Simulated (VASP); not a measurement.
VASP ran on this input.

INCAR:
```
# general
SYSTEM  = RbPbF3
PREC    = Accurate
ENCUT   = 520
LREAL   = .FALSE.
LASPH   = .TRUE.

# electronic loop
EDIFF   = 1E-6
NELM    = 100
ALGO    = Normal
LMAXMIX = 4

# smearing
ISMEAR  = 0
SIGMA   = 0.05

# functional
GGA     = PS

# ions
IBRION  = 2
NSW     = 60
ISIF    = 3
EDIFFG  = -0.02

# output
LWAVE   = .FALSE.
LCHARG  = .FALSE.
```

**POSCAR**
```
RbPbF3
1
    4.7761284701    -0.0000000000     0.0000000000
   -0.0000000000     4.7761284701     0.0000000000
    0.0000000000    -0.0000000000     4.7761284701
Rb Pb F
1 1 3
Direct
  0.0000000000   0.0000000000   0.0000000000
  0.5000000000   0.5000000000   0.5000000000
  0.0000000000   0.5000000000   0.5000000000
  0.5000000000   0.0000000000   0.5000000000
  0.5000000000   0.5000000000   0.0000000000
```

KPOINTS:
```
Automatic mesh
0
Gamma
4 4 4
0 0 0
```

POTCAR, in this order: Rb_sv Pb_d F (PBE.64 set). Program: vasp_std.

Task: Write an equivalent input for Quantum ESPRESSO's pw.x.

Result: One equivalent input (not run):
```
&CONTROL
  calculation = 'vc-relax'
  pseudo_dir = './pseudo'
  outdir = './out'
  tprnfor = .true.
  tstress = .true.
  nstep = 60
  forc_conv_thr = 0.00078
/
&SYSTEM
  ibrav = 0
  nat = 5
  ntyp = 3
  ecutwfc = 84
  occupations = 'smearing'
  smearing = 'gaussian'
  degauss = 0.003675
  input_dft = 'pbesol'
/
&ELECTRONS
  conv_thr = 7.3e-08
  electron_maxstep = 100
/
&IONS
/
&CELL
/
ATOMIC_SPECIES
  Rb 85.468 Rb.upf
  Pb 207.200 Pb.upf
  F 18.998 F.upf
CELL_PARAMETERS angstrom
     4.7761285   -0.0000000    0.0000000
    -0.0000000    4.7761285    0.0000000
     0.0000000   -0.0000000    4.7761285
ATOMIC_POSITIONS crystal
  Rb   0.0000000  0.0000000  0.0000000
  Pb   0.5000000  0.5000000  0.5000000
  F    0.0000000  0.5000000  0.5000000
  F    0.5000000  0.0000000  0.5000000
  F    0.5000000  0.5000000  0.0000000
K_POINTS automatic
  4 4 4 0 0 0
```
The two are equivalent in intent, not identical: the potentials are each code's own (VASP's PAW set, PseudoDojo norm-conserving files in pw.x), so ENCUT and ecutwfc are chosen apart and not converted; conv_thr bounds pw.x's estimated SCF error, while EDIFF bounds the energy change between steps; forc_conv_thr acts on force components and is met together with etot_conv_thr.

The structure comes from a computed database's RbPbF3 entry (Pm-3m); how it stands against other phases isn't given here. This run relaxes it. Symmetry was kept, so distortions that lower it aren't found. The start is the result of an earlier pass.
